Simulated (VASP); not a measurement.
```
Cu2O
1.0
    4.24439     0.00000     0.00000
    0.00000     4.24439     0.00000
    0.00000     0.00000     4.24439
Cu O
4 2
Cartesian
  3.18329   1.06110   3.18329
  1.06110   3.18329   3.18329
  3.18329   3.18329   1.06110
  1.06110   1.06110   1.06110
  0.00000   0.00000   0.00000
  2.12220   2.12220   2.12220
```

The numbers are results of r2SCAN+rVV10, VASP's PBE PAW potentials (set 64) (plane waves; VASP 6.6.1), not measurements. Numerical set-up: 520 eV cut-off, 6×6×6 Γ-centred mesh, tetrahedra with Blöchl corrections, potentials Cu O.

The cores are frozen, which limits the accuracy of field gradients.

Q: Give the principal components of the electric field gradient (V/Å²) and the asymmetry η at each nucleus.

A: 
| atom | Vxx | Vyy | Vzz | η |
|---|---|---|---|---|
| Cu1 | 34.3 | 34.3 | -68.6 | 0.00 |
| Cu2 | 34.3 | 34.3 | -68.6 | 0.00 |
| Cu3 | 34.3 | 34.3 | -68.6 | 0.00 |
| Cu4 | 34.3 | 34.3 | -68.6 | 0.00 |
| O5 | 0.0 | 0.0 | 0.0 | - |
| O6 | 0.0 | 0.0 | 0.0 | - |

The compound is Cu2O in the cuprite structure. It was relaxed first.
